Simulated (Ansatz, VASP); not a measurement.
# SnO2: VASP beside Ansatz, part 2 of 2

Wanted: the spread between two codes on one cell, functional and k mesh. The cell is taken from a series of runs on this material, whose earlier steps may have relaxed, scaled, displaced or heated it; both programs get it as it stands.

VASP 6.6.1 and Ansatz 0.2.0.

So far: The structure; VASP: G0W0 gap, LDA.

### Step 3. Ansatz: G0W0 gap, LDA

Level of this step: Ansatz beside VASP: G0W0 on Kohn-Sham DFT, plane waves, LDA (Ansatz).

Ansatz runs on its PAW soft_1 files.

The same cell, functional (in two slightly different forms) and mesh now go to Ansatz, which takes its cutoff from its data sets.

Contents of input.yaml:

```yaml
crystal:
  lattice:
    - [-3.18391906, 3.3461806, 3.34574058]
    - [3.18391906, -3.3461806, 3.34574058]
    - [3.18391906, 3.3461806, -3.34574058]
  atoms:
    - { symbol: Sn, position: [1.0, 0.25, 0.75] }
    - { symbol: Sn, position: [0.0, 0.75, 0.25] }
    - { symbol: Sn, position: [0.5, 0.5, 0.5] }
    - { symbol: Sn, position: [0.5, 0.0, 0.0] }
    - { symbol: O, position: [0.1939308218, 0.1939308218, 0.5] }
    - { symbol: O, position: [0.6939334631, 0.75, 0.9439334631] }
    - { symbol: O, position: [0.1939308218, 0.6939308218, 1.0] }
    - { symbol: O, position: [0.3060665369, 0.75, 0.5560665369] }
    - { symbol: O, position: [0.6939334631, 0.25, 0.4439334631] }
    - { symbol: O, position: [0.3060665369, 0.25, 0.0560665369] }
    - { symbol: O, position: [0.8060691782, 0.3060691782, 0.0] }
    - { symbol: O, position: [0.8060691782, 0.8060691782, 0.5] }
kpoints:
  mp_grid: { grid: [4, 4, 4] }
hamiltonian:
  xc: lda
  pseudopotentials: { kind: paw, azcp: { folder: soft_1 }, xc_functional: pbe }
scf:
  occupations: { method: fixed }
gw:
  n_empty_bands: 569
  ecut_chi: 140
  qp_bands: [v4, c4]
  qp_kpoints: band_edges
  screening: { model: contour_deformation }
```

Command:

```bash
> ansatz run input.yaml --threads 2 --pin off --max-ram 92160MiB --backend cuda --events-out ev --progress --plain --runs-dir out --devices 1 --max-vram 13GiB
```

Numbers of over 12 decimals in the logs are rounded to 6 here.

The log of the run:

```text
GPUs: using 1 of 1 available (devices: 1).
Engine: ansatz 0.2.0, x86_64-unknown-linux-gnu
Pseudopotentials: kind: paw
Pseudopotential: Sn, paw, valence charge 14, recommended cutoff 420 eV (normal), soft_1/Sn.paw.azcp
Pseudopotential: O, paw, valence charge 6, recommended cutoff 420 eV (normal), soft_1/O.paw.azcp
Functional definition: SPW92
  exchange = slater_x
  correlation = pw_c
device memory: the entry about to start is reckoned to put 2.3 GiB on a device that reports 70.8 GiB free (of which the cap on the GPU budget leaves the run 13.0 GiB)
GPU FFT provider: cuFFT
GPU libraries: cuBLAS 13.8.2, cuFFT 12.4.0, cuSOLVER 12.3.4
Crystal: 12 atoms, lattice volume = 142.582 Å³
Basis set: ecut = 420 eV, 2795 PW (Γ)
Bands: 64, of which v1, the nominal top of the filled ones, is band 52 counted from 1 (51 counted from 0)
Symmetry: 16 space group operations
Space group: Cmmm (ITA 65), of the structure as read, at distance tolerance 5.2e-5 Å
k-points: 18 of 64
Non-local potential: Sn, projectors of the file, l = 0: 2, l = 1: 2, l = 2: 2, l = 3: 1
Non-local potential: O, projectors of the file, l = 0: 2, l = 1: 2, l = 2: 1
PAW form: soft (Blöchl's): semilocal exchange-correlation on the pseudo side does not see the compensation charge
PAW frozen core: Sn, regenerated for the run's functional, and the local potential with it (the file was generated under x = pbe(κ = 0.804, μ = 0.219515), c = pbe(β = 0.066725))
PAW frozen core: O, regenerated for the run's functional, and the local potential with it (the file was generated under x = pbe(κ = 0.804, μ = 0.219515), c = pbe(β = 0.066725))
PAW one-centre angular grid: Sn, 590 points (default); XC on 64 Gauss nodes
PAW one-centre angular grid: O, 110 points (default); XC on 64 Gauss nodes
Initial density: superposition of atomic densities (chi_scale 0.1, normalization cell, long waves kept (reshape's long-wave potential 0.00 eV rms))
Initial wavefunctions: pseudopotential atomic-orbital guess
GPU buffer pool allocated for 64000 grid points (all kernels)
GPU transforms: local potential and band sums: pruned to the plane-wave sphere, on 40×40×40
Functional: x = slater, c = lda
SCF iter   1: F=—  HF=-27962.522168 eV  |F-HF|=—  |Δ(HF+E_count)|=         —  Δρ=6.94e-2  dr2=5.20e0  ethr=3.10e-3  ⟨swp⟩=4.0  Hψ=4064  notcnv=0  defer=165
preconditioner: auto → Resta (q_TF=auto, 2.589 Å⁻¹)  ε∞=3.5  [insulator: Δε(μ)=1.593 eV  Ē_g=19.976 eV  n_scr=42 (ndim 8)  ℏωp=31.7 eV  f_vac=0.000  ε∞_Penn≈3.5]
SCF iter   2: F=—  HF=-27961.328312 eV  |F-HF|=—  |Δ(HF+E_count)|=    1.19e0  Δρ=3.41e-2  dr2=8.70e-1  ethr=3.10e-3  ⟨swp⟩=2.8  Hψ=2223  notcnv=0  defer=159
SCF iter   3: F=—  HF=-27961.114831 eV  |F-HF|=—  |Δ(HF+E_count)|=   2.13e-1  Δρ=1.04e-2  dr2=1.40e-1  ethr=8.36e-4  ⟨swp⟩=3.0  Hψ=1966  notcnv=0  defer=166
SCF iter   4: F=—  HF=-27961.079974 eV  |F-HF|=—  |Δ(HF+E_count)|=   3.49e-2  Δρ=1.90e-3  dr2=3.61e-3  ethr=1.34e-4  ⟨swp⟩=2.0  Hψ=1465  notcnv=0  defer=174
SCF iter   5: F=—  HF=-27961.080522 eV  |F-HF|=—  |Δ(HF+E_count)|=   5.48e-4  Δρ=5.78e-4  dr2=3.43e-4  ethr=3.47e-6  ⟨swp⟩=2.3  Hψ=1619  notcnv=0  defer=174
SCF iter   6: F=—  HF=-27961.080577 eV  |F-HF|=—  |Δ(HF+E_count)|=   5.51e-5  Δρ=6.79e-5  dr2=4.56e-6  ethr=3.29e-7  ⟨swp⟩=2.7  Hψ=1609  notcnv=0  defer=149
SCF iter   7: F=—  HF=-27961.080577 eV  |F-HF|=—  |Δ(HF+E_count)|=   6.04e-7  Δρ=1.18e-5  dr2=2.23e-7  ethr=4.38e-9  ⟨swp⟩=2.0  Hψ=1559  notcnv=0  defer=116
SCF iter   8: F=—  HF=-27961.080578 eV  |F-HF|=—  |Δ(HF+E_count)|=   4.69e-8  Δρ=1.38e-5  dr2=2.18e-7  ethr=9.62e-11  ⟨swp⟩=12.7  Hψ=4573  notcnv=0
SCF iter   9: F=-27961.080577 eV  HF=-27961.080577 eV  |F-HF|=6.37e-9  |Δ(HF+E_count)|=   4.39e-8  Δρ=2.81e-6  dr2=9.08e-9  ethr=9.62e-11  ⟨swp⟩=1.0  Hψ=2698  notcnv=0
SCF 1 converged in 9 iterations: F = -27961.080577 eV  dr2 = 9.08e-9
  greatest PAW one-centre occupation: 0.998 electrons in one spin orbital (limit 2), on the Sn atom at site 3 (counted from 0), in its partial waves of l = 2
device memory: the entry about to start is reckoned to put 2.8 GiB (of the 2.9 GiB reckoned in all, the device holds 0.1 GiB already) on a device that reports 70.7 GiB free (of which the cap on the GPU budget leaves the run 12.9 GiB)
NSCF: frozen V_eff on 18 k-points
the band table was solved once the SCF had ended and its energy, with any forces and stress, was formed, with the checks that follow a solve (4564 applications of the Hamiltonian). They found nothing against the state; the energy, forces and stress were not computed again (output.eigenvalues in the input reference)
device memory: the entry about to start is reckoned to put 4.1 GiB on a device that reports 70.8 GiB free (of which the cap on the GPU budget leaves the run 13.0 GiB)
NSCF: frozen V_eff on 18 k-points
G₀W₀ screening: q 1/18
[... further progress lines ...]
[...]
1    55     14.4419   -13.7236    -4.5404   -19.6803  0.8038    15.8880    15.8582  root
     1    56     15.3351   -13.0201    -4.7908   -19.2153  0.7948    16.7768    16.7396  root
     2    49      8.3815   -26.5440     5.1068   -20.6982  0.7466     7.6320     7.6426  root
     2    50      8.3815   -26.5440     5.1068   -20.6982  0.7466     7.6320     7.6426  root
     2    51      8.7241   -26.6634     5.0725   -20.8658  0.7489     7.9893     7.9991  root
     2    52      8.7241   -26.6634     5.0725   -20.8658  0.7489     7.9893     7.9991  root
     2    53     13.7082   -15.2028    -4.1281   -20.6644  0.7975    15.0676    15.0416  root
     2    54     13.7082   -15.2028    -4.1281   -20.6644  0.7975    15.0676    15.0416  root
     2    55     15.2969   -14.3884    -4.8334   -20.7326  0.7869    16.8524    16.8076  root
     2    56     15.2969   -14.3884    -4.8334   -20.7326  0.7869    16.8524    16.8076  root
     3    49      8.3510   -26.5248     5.2862   -20.4499  0.7443     7.5497     7.5623  root
     3    50      8.4577   -26.4814     5.1452   -20.5825  0.7467     7.6930     7.7041  root
     3    51      8.4698   -26.5298     4.8595   -21.0075  0.7497     7.7990     7.8070  root
     3    52      9.0311   -26.8409     5.1300   -20.9888  0.7497     8.2996     8.3090  root
     3    53     11.8490   -15.8208    -3.3327   -20.2326  0.8073    12.9434    12.9282  root
     3    54     14.2182   -14.0253    -4.4381   -19.8617  0.8038    15.6444    15.6165  root
     3    55     14.4427   -13.7238    -4.5405   -19.6807  0.8038    15.8889    15.8591  root
     3    56     15.3352   -13.0192    -4.7907   -19.2142  0.7948    16.7768    16.7395  root
     4    49      8.3347   -26.6140     4.5906   -21.3984  0.7540     7.7030     7.7097  root
     4    50      8.4996   -26.5406     5.0589   -20.7486  0.7480     7.7563     7.7666  root
     4    51      8.5002   -26.5405     5.0594   -20.7479  0.7480     7.7568     7.7670  root
     4    52      8.7171   -26.5528     5.1161   -20.6947  0.7484     7.9647     7.9751  root
     4    53     13.4394   -15.5122    -3.9767   -20.7926  0.7970    14.7667    14.7431  root
     4    54     14.4401   -14.7225    -4.4690   -20.6159  0.7942    15.8952    15.8645  root
[...]
17    49      7.9715   -26.1991     5.3138   -20.0596  0.7417     7.1307     7.1458  root
    17    50      7.9734   -26.1990     5.3136   -20.0599  0.7417     7.1328     7.1479  root
    17    51      8.3325   -26.5423     5.3049   -20.4302  0.7441     7.5118     7.5254  root
    17    52      8.3341   -26.5419     5.3047   -20.4302  0.7441     7.5135     7.5271  root
    17    53     13.9648   -14.8630    -4.3144   -20.5305  0.7976    15.3467    15.3178  root
    17    54     13.9656   -14.8631    -4.3145   -20.5307  0.7976    15.3476    15.3187  root
    17    55     15.2814   -14.8385    -4.8310   -21.2458  0.7856    16.9027    16.8577  root
    17    56     15.2817   -14.8382    -4.8309   -21.2453  0.7856    16.9029    16.8579  root
```

### Step 4. Comparison

Known differences besides the potentials themselves: the two LDA forms differ slightly; fixed occupations in Ansatz, narrow Gaussian smearing in VASP; the cutoff is 420 eV in Ansatz and 440 eV in VASP; VASP's log shows a relativistic correction to its local exchange, Ansatz's none; Ansatz integrates over frequency by contour deformation, VASP on a grid of NOMEGA points. Total energies have different zeros and are not compared.

Compared:

```tsv
quantity	Ansatz	VASP	difference
G0W0 gap on the mesh (eV)	2.83	2.81	+0.03
Kohn-Sham gap under it (eV)	1.16	1.18	-0.03
```

### Step 5. Outcome

| Property | Result |
| --- | --- |
| difference in G0W0 gap on the mesh (G0W0 gap, LDA) | 0.029 eV |

What this shows: The difference in G0W0 gap on the mesh is 0.029 eV (G0W0 gap, LDA). How closely two codes agree says nothing of how well the functional describes the real material.

[Lines on the potential files, build, host, timing and source positions are cut from VASP's logs without a mark.]

[Logs are printed without paths, hosts, clocks, repeated set-up lines and the standing remarks that a program may print on its own settings, such as how far it seeks lower states.]

[Hosts, paths, dates, database ids (printed as entryN), source tags and the programs' standing remarks are cut or masked in the printed files.]
